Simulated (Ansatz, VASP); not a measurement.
**Fe (Fe wire along [100], 21 atoms a period) in two plane-wave programs**

One calculation is typed for both programs; each brings its own data sets. How far apart do they land? Of the first pair: The structure shown is the start of the Ansatz relaxation below; VASP solves that cell, so the two are compared at the walk's first step.

Method: plane waves, with VASP 6.6.1 beside it; PBE, in Ansatz 0.2.0.

## Step 1: The starting structure

The cell holds 21 atoms: 21 Fe. Cell: a = 15.290 Å, b = 15.290 Å, c = 2.830 Å, α = 90.0°, β = 90.0°, γ = 90.0°. Vacuum lies along a and b. The structure's axis is c.

## Step 2: Ansatz: relaxation, PBE

Ansatz runs on its PAW soft_1 files.

The two programs are compared at the cell with which this relaxation starts, whose forces are those of its first step.

input.yaml reads:

```yaml
crystal:
  lattice:
    - [15.29, 0.0, 0.0]
    - [0.0, 15.29, 0.0]
    - [0.0, 0.0, 2.83]
  atoms:
    - { symbol: Fe, position: [0.314911707, 0.314911707, 0.0], spin: 2.4 }
    - { symbol: Fe, position: [0.314911707, 0.5, 0.0], spin: 2.4 }
    - { symbol: Fe, position: [0.314911707, 0.685088293, 0.0], spin: 2.4 }
    - { symbol: Fe, position: [0.5, 0.314911707, 0.0], spin: 2.4 }
    - { symbol: Fe, position: [0.5, 0.5, 0.0], spin: 2.4 }
    - { symbol: Fe, position: [0.5, 0.685088293, 0.0], spin: 2.4 }
    - { symbol: Fe, position: [0.685088293, 0.314911707, 0.0], spin: 2.4 }
    - { symbol: Fe, position: [0.685088293, 0.5, 0.0], spin: 2.4 }
    - { symbol: Fe, position: [0.685088293, 0.685088293, 0.0], spin: 2.4 }
    - { symbol: Fe, position: [0.22236756, 0.407455853, 0.5], spin: 2.4 }
    - { symbol: Fe, position: [0.22236756, 0.592544147, 0.5], spin: 2.4 }
    - { symbol: Fe, position: [0.407455853, 0.22236756, 0.5], spin: 2.4 }
    - { symbol: Fe, position: [0.407455853, 0.407455853, 0.5], spin: 2.4 }
    - { symbol: Fe, position: [0.407455853, 0.592544147, 0.5], spin: 2.4 }
    - { symbol: Fe, position: [0.407455853, 0.77763244, 0.5], spin: 2.4 }
    - { symbol: Fe, position: [0.592544147, 0.22236756, 0.5], spin: 2.4 }
    - { symbol: Fe, position: [0.592544147, 0.407455853, 0.5], spin: 2.4 }
    - { symbol: Fe, position: [0.592544147, 0.592544147, 0.5], spin: 2.4 }
    - { symbol: Fe, position: [0.592544147, 0.77763244, 0.5], spin: 2.4 }
    - { symbol: Fe, position: [0.77763244, 0.407455853, 0.5], spin: 2.4 }
    - { symbol: Fe, position: [0.77763244, 0.592544147, 0.5], spin: 2.4 }
magnetization:
  spin_polarized: true
kpoints:
  mp_grid: { grid: [1, 1, 29] }
scf:
  occupations: { method: fermi_dirac, width: 0.05 }
hamiltonian:
  xc: pbe
  pseudopotentials: { kind: paw, azcp: { folder: soft_1 } }
relax:
  cell: { fix: [a, b, alpha, beta, gamma] }
  max_steps: 45
  f_tol: 0.03
```

On the command line:

```console
$ ansatz run input.yaml --threads 4 --pin off --max-ram 16384MiB --backend cpu --events-out ev --progress --plain --runs-dir out
```

Numbers of over 12 decimals in the logs are rounded to 6 here.

What it wrote:

```text
Engine: ansatz 0.2.0, aarch64-unknown-linux-gnu
Pseudopotentials: kind: paw
Pseudopotential: Fe, paw, valence charge 16, recommended cutoff 420 eV (normal), soft_1/Fe.paw.azcp
Functional definition: PBE
  parameter kappa = 0.804
  parameter beta = 0.066725
  exchange = pbe_x(kappa = kappa, mu = beta*pi^2/3)
  correlation = pbe_c(beta = beta)
Crystal: 21 atoms, lattice volume = 661.609 Å³
Basis set: ecut = 420 eV, 12941 PW (Γ), exchange–correlation on 216×216×40 points (8 copies of the dense FFT grid, shifted against one another)
Bands: 232, of which v1, the nominal top of the filled ones, is band 168 counted from 1 (167 counted from 0)
Symmetry: 16 space group operations
Space group: P4/mmm (ITA 123), of the structure as read, at distance tolerance 8.7e-5 Å
Magnetic group: BNS 123.339 (UNI 999), of the structure as read, at distance tolerance 8.7e-5 Å
k-points: 15 of 29
Non-local potential: Fe, projectors of the file, l = 0: 3, l = 1: 2, l = 2: 3, l = 3: 1
PAW form: soft (Blöchl's): semilocal exchange-correlation on the pseudo side does not see the compensation charge
PAW one-centre angular grid: Fe, 590 points (default); XC on 64 Gauss nodes
Initial density: superposition of atomic densities (neutral atoms: chi_scale 0, normalization atom)
Starting moments: Σ|m| = 50.4 μB on 21 of 21 sites
Initial wavefunctions: pseudopotential atomic-orbital guess
Functional: x = pbe(κ = 0.804, μ = 0.219515), c = pbe(β = 0.066725)
SCF iter   1: F=—  HF=-94069.163079 eV  |F-HF|=—  |Δ(HF+E_count)|=         —  Δρ=4.62e-2 (↑2.01e-2 ↓4.62e-2)  dr2=7.06e1  dr2_m=4.67e0  M=52.040 μB ∫|m|=52.447 μB  β_m=0.30  ethr=3.10e-3  ⟨swp⟩=7.9  Hψ=30950  notcnv=0  defer=368
Mixer restart at iter 1: flushing history
preconditioner: auto → LDOS  [metal: Δε(μ)=0.007 eV  Ē_g=5.929 eV  σ=0.050 eV  W_gap=0.03  n_scr=150 (ndim 8)  ℏωp=18.7 eV  f_vac=0.513  D(μ)=34.60/eV (n_scr^D=354)]
spin=Collinear: LDOS preconditioning applied to the charge; magnetization (m = ρ↑ − ρ↓) channel mixes plain (no charge-response kernel on spin).
SCF iter   2: F=—  HF=-94062.149028 eV  |F-HF|=—  |Δ(HF+E_count)|=    7.01e0  Δρ=2.78e-2 (↑2.78e-2 ↓2.68e-2)  dr2=1.45e1  dr2_m=3.81e0  M=53.452 μB ∫|m|=54.139 μB  β_m=0.39  ethr=3.10e-3  ⟨swp⟩=3.0  Hψ=12409  notcnv=0  defer=871
SCF iter   3: F=—  HF=-94070.801565 eV  |F-HF|=—  |Δ(HF+E_count)|=    8.65e0  Δρ=1.68e-2 (↑1.26e-2 ↓1.68e-2)  dr2=7.73e-1  dr2_m=1.23e0  M=53.831 μB ∫|m|=54.953 μB  β_m=0.46  ethr=3.10e-3  ⟨swp⟩=2.9  Hψ=11624  notcnv=0  defer=885
SCF iter   4: F=—  HF=-94074.329467 eV  |F-HF|=—  |Δ(HF+E_count)|=    3.53e0  Δρ=9.77e-3 (↑9.77e-3 ↓7.70e-3)  dr2=1.77e-1  dr2_m=4.31e-1  M=54.674 μB ∫|m|=56.245 μB  β_m=0.73  ethr=2.30e-4  ⟨swp⟩=3.1  Hψ=11221  notcnv=0  defer=885
SCF iter   5: F=—  HF=-94075.460990 eV  |F-HF|=—  |Δ(HF+E_count)|=         —  Δρ=5.97e-3 (↑5.97e-3 ↓4.33e-3)  dr2=4.60e-1  dr2_m=1.15e-1  M=56.237 μB ∫|m|=58.301 μB  β_m=0.73  ethr=5.25e-5  ⟨swp⟩=2.9  Hψ=14675  notcnv=0  defer=872
SCF iter   6: F=—  HF=-94075.381993 eV  |F-HF|=—  |Δ(HF+E_count)|=   7.90e-2  Δρ=3.72e-3 (↑3.72e-3 ↓2.10e-3)  dr2=9.85e-2  dr2_m=2.95e-2  M=56.210 μB ∫|m|=58.421 μB  β_m=0.64  ethr=5.25e-5  ⟨swp⟩=2.4  Hψ=13143  notcnv=0  defer=869
SCF iter   7: F=—  HF=-94075.417401 eV  |F-HF|=—  |Δ(HF+E_count)|=   3.54e-2  Δρ=1.31e-3 (↑1.31e-3 ↓6.66e-4)  dr2=7.82e-3  dr2_m=4.12e-3  M=56.240 μB ∫|m|=58.376 μB  β_m=0.60  ethr=2.93e-5  ⟨swp⟩=2.1  Hψ=13118  notcnv=0  defer=869
SCF iter   8: F=—  HF=-94075.416404 eV  |F-HF|=—  |Δ(HF+E_count)|=   9.97e-4  Δρ=6.33e-4 (↑3.89e-4 ↓6.33e-4)  dr2=1.46e-3  dr2_m=1.31e-3  M=56.273 μB ∫|m|=58.414 μB  β_m=0.75  ethr=2.33e-6  ⟨swp⟩=3.7  Hψ=15692  notcnv=0  defer=869
SCF iter   9: F=—  HF=-94075.418663 eV  |F-HF|=—  |Δ(HF+E_count)|=   2.26e-3  Δρ=2.09e-4 (↑2.09e-4 ↓1.72e-4)  dr2=7.15e-4  dr2_m=5.46e-5  M=56.315 μB ∫|m|=58.465 μB  β_m=0.72  ethr=4.34e-7  ⟨swp⟩=2.8  Hψ=12615  notcnv=0  defer=869
[...]
spin=Collinear: LDOS preconditioning applied to the charge; magnetization (m = ρ↑ − ρ↓) channel mixes plain (no charge-response kernel on spin).
[...]
SCF iter   3: F=—  HF=-94075.675147 eV  |F-HF|=—  |Δ(HF+E_count)|=   1.26e-5  Δρ=3.10e-5 (↑3.10e-5 ↓1.82e-5)  dr2=1.28e-5  dr2_m=5.05e-7  M=55.720 μB ∫|m|=57.790 μB  β_m=0.51  ethr=3.57e-8  ⟨swp⟩=2.1  Hψ=8824  notcnv=0
SCF iter   4: F=—  HF=-94075.675149 eV  |F-HF|=—  |Δ(HF+E_count)|=   1.78e-6  Δρ=2.04e-5 (↑2.04e-5 ↓1.17e-5)  dr2=5.87e-6  dr2_m=9.78e-7  M=55.722 μB ∫|m|=57.792 μB  β_m=0.47  ethr=3.81e-9  ⟨swp⟩=2.0  Hψ=9630  notcnv=0
SCF iter   5: F=—  HF=-94075.675151 eV  |F-HF|=—  |Δ(HF+E_count)|=   2.08e-6  Δρ=7.49e-6 (↑7.49e-6 ↓7.07e-6)  dr2=1.27e-6  dr2_m=2.15e-7  M=55.722 μB ∫|m|=57.791 μB  β_m=0.66  ethr=1.75e-9  ⟨swp⟩=2.0  Hψ=9225  notcnv=0
SCF iter   6: F=—  HF=-94075.675152 eV  |F-HF|=—  |Δ(HF+E_count)|=   1.23e-6  Δρ=5.03e-6 (↑5.03e-6 ↓2.20e-6)  dr2=1.57e-7  dr2_m=5.82e-8  M=55.722 μB ∫|m|=57.791 μB  β_m=0.60  ethr=3.77e-10  ⟨swp⟩=2.1  Hψ=9797  notcnv=0
SCF iter   7: F=—  HF=-94075.675152 eV  |F-HF|=—  |Δ(HF+E_count)|=   5.66e-8  Δρ=1.40e-6 (↑1.40e-6 ↓1.20e-6)  dr2=3.16e-8  dr2_m=3.83e-9  M=55.722 μB ∫|m|=57.791 μB  β_m=0.58  ethr=4.67e-11  ⟨swp⟩=2.6  Hψ=12211  notcnv=0
[...]
SCF iter  11: F=—  HF=-94075.675152 eV  |F-HF|=—  |Δ(HF+E_count)|=  4.37e-11  Δρ=4.29e-8 (↑3.74e-8 ↓4.29e-8)  dr2=7.07e-12  dr2_m=7.05e-12  M=55.722 μB ∫|m|=57.791 μB  β_m=0.75  ethr=1.00e-12  ⟨swp⟩=1.4  Hψ=7144  notcnv=0
SCF iter  12: F=-94075.675152 eV  HF=-94075.675152 eV  |F-HF|=2.47e-10  |Δ(HF+E_count)|=  2.04e-10  Δρ=8.89e-8 (↑4.67e-8 ↓8.89e-8)  dr2=1.94e-10  dr2_m=5.84e-12  M=55.722 μB ∫|m|=57.791 μB  ethr=1.00e-12  ⟨swp⟩=2.5  Hψ=18794  notcnv=0
SCF 6 converged in 12 iterations: F = -94075.675152 eV  dr2 = 1.94e-10
relax step   6: F+E_penalty+E_count = -94075.67515236 eV  Δ(F+E_penalty+E_count) = +1.369e-2 eV  max|allowed force component| = 1.073e-2 eV/Å  Δτ_max = 0.0000 Å  P = +0.063 GPa  Ω = 635.740 Å³  fix = [a, b, alpha, beta, gamma]  reactions: a +0.077, b +0.077 GPa  stress off target by 3.51e-2 GPa on what of the cell is left free  SCF on the basis re-selected at this cell (its energy is not comparable with the rows above)  (12 SCF iters)
basis re-selected at this cell: Δ(F+E_penalty+E_count) = +1.369e-2 eV, ΔP = +0.008 GPa vs the last step (what re-selecting the basis moved, of the pressure what is left beyond the Pulay correction that the steps carried, after the strain that the cell walked since its last selection, with what the two solves' SCF thresholds leave and, on support functions, any second-order correction that the steps lacked; it is no m [...]
SCF converged after 12 iterations
Magnetization: 55.7216 μB (195.8608 up, 140.1392 down)
Absolute magnetization: 57.7958 μB (∫|ρ↑−ρ↓|, with the PAW one-centre terms)
Spin contamination: 0.9435 ħ² per cell (⟨S²⟩ above its minimum at these occupations)
Per-site moments (μB) at R_I (Å): [(2.696063, 1.006908), (2.273577, 0.988873), (2.696063, 1.006908), (2.273577, 0.988873), (2.283717, 1.008286), (2.273577, 0.988873), (2.696063, 1.006908), (2.273577, 0.988873), (2.696063, 1.006908), (2.828291, 0.988873), (2.828291, 0.988873), (2.828291, 0.988873), (2.436425, 1.006908), (2.436425, 1.006908), (2.828291, 0.988873), (2.828291, 0.988873), (2.436425, 1.006908), (2.436425, 1.006908), (2.828291, 0.988873), (2.828291, 0.988873), (2.828291, 0.988873)]
Free energy (F): -94075.675152 eV
Harris-Foulkes:  -94075.675152 eV  (|F-HF|=2.47e-10)
Internal energy: -94075.500806 eV  (E = F + TS)
E sigma→0 (E₀):  -94075.587979 eV
Entropy (-TS):   -0.174346 eV (-8.302 meV/atom)
Fermi energy:    4.586000 eV
--- Per-component energies (eV) ---
  E_band       = -9134.968839
  E_kinetic    = 6917.046005
  E_local      = -287279.518774  (includes V_loc(G=0)·N_el)
  E_nonlocal   = 6136.125007
  E_hartree    = 137467.343132
  E_xc         = -2298.419373
  E_vxc        = -2950.167811  (∫ρ·V_xc dr)
  E_paw        = -29058.996574  (= ΣΔE_a)
  E_vpaw       = -6893.113967  (= ΣTr[D̂ρ^β])
  E_aug_tail   = -0.021372  (compensation charges beyond the density's cutoff)
  E_ewald      = 74040.941142
  E_smearing   = -0.174346  (= −TS)
  E_closure    = 0.000000  (closes the sum)
  Σ components = -94075.675152   (vs F -94075.675152, Δ=0.00e0)
--- Forces (eV/Å), atoms counted from 1 ---
  atom   1  Fe    -0.00545903    -0.00545903    -0.00000000
  atom   2  Fe    -0.01073042     0.00000000    -0.00000000
  atom   3  Fe    -0.00545903     0.00545903    -0.00000000
  atom   4  Fe     0.00000000    -0.01073042     0.00000000
  atom   5  Fe     0.00000000     0.00000000     0.00000000
  atom   6  Fe    -0.00000000     0.01073042    -0.00000000
  atom   7  Fe     0.00545903    -0.00545903     0.00000000
  atom   8  Fe     0.01073042     0.00000000     0.00000000
  atom   9  Fe     0.00545903     0.00545903     0.00000000
  atom  10  Fe    -0.00552364    -0.00402832    -0.00000000
  atom  11  Fe    -0.00552364     0.00402832    -0.00000000
  atom  12  Fe    -0.00402832    -0.00552364    -0.00000000
  atom  13  Fe    -0.00530271    -0.00530271    -0.00000000
  atom  14  Fe    -0.00530271     0.00530271    -0.00000000
  atom  15  Fe    -0.00402832     0.00552364    -0.00000000
  atom  16  Fe     0.00402832    -0.00552364     0.00000000
  atom  17  Fe     0.00530271    -0.00530271     0.00000000
  atom  18  Fe     0.00530271     0.00530271     0.00000000
  atom  19  Fe     0.00402832     0.00552364     0.00000000
  atom  20  Fe     0.00552364    -0.00402832     0.00000000
  atom  21  Fe     0.00552364     0.00402832     0.00000000
  max |Σ_I F_I| component: 1.73e-18 eV/Å
--- Stress (GPa, compression-positive) ---
        0.076923       0.000000       0.000000
        0.000000       0.076923       0.000000
        0.000000       0.000000       0.035070
  P = ⅓ Tr σ = 0.0630 GPa (0.630 kbar)
--- Relaxed structure (5 steps of the walk, 5 accepted, 1 SCFs on fresh bases) ---
  F+E_penalty+E_count = -94075.67515236 eV   max|allowed force component| = 1.073e-2 eV/Å   (the final SCF, on the basis selected at the relaxed cell)
  cell:  # Å, volume = 635.7405 Å³
    - [15.29, 0, 0]
    - [0, 15.29, 0]
    - [0, 0, 2.719349]
  atoms:
    - { symbol: Fe, position: [0.312309, 0.312309, 0] }
    - { symbol: Fe, position: [0.312183, 0.500000, 0] }
    - { symbol: Fe, position: [0.312309, 0.687691, 0] }
    - { symbol: Fe, position: [0.500000, 0.312183, 0] }
    - { symbol: Fe, position: [0.500000, 0.500000, 0] }
    - { symbol: Fe, position: [0.500000, 0.687817, 0] }
    - { symbol: Fe, position: [0.687691, 0.312309, 0] }
    - { symbol: Fe, position: [0.687817, 0.500000, 0] }
    - { symbol: Fe, position: [0.687691, 0.687691, 0] }
    - { symbol: Fe, position: [0.219024, 0.410582, 0.500000] }
    - { symbol: Fe, position: [0.219024, 0.589418, 0.500000] }
    - { symbol: Fe, position: [0.410582, 0.219024, 0.500000] }
    - { symbol: Fe, position: [0.406061, 0.406061, 0.500000] }
    - { symbol: Fe, position: [0.406061, 0.593939, 0.500000] }
    - { symbol: Fe, position: [0.410582, 0.780976, 0.500000] }
    - { symbol: Fe, position: [0.589418, 0.219024, 0.500000] }
    - { symbol: Fe, position: [0.593939, 0.406061, 0.500000] }
    - { symbol: Fe, position: [0.593939, 0.593939, 0.500000] }
    - { symbol: Fe, position: [0.589418, 0.780976, 0.500000] }
    - { symbol: Fe, position: [0.780976, 0.410582, 0.500000] }
    - { symbol: Fe, position: [0.780976, 0.589418, 0.500000] }
```

(Part 1 of 3 ends here.)

[Lines on the potential files, build, host, timing and source positions are cut from VASP's logs without a mark.]

[Logs are printed without paths, hosts, clocks, repeated set-up lines and the standing remarks that a program may print on its own settings, such as how far it seeks lower states.]

[Hosts, paths, dates, database ids (printed as entryN), source tags and the programs' standing remarks are cut or masked in the printed files.]
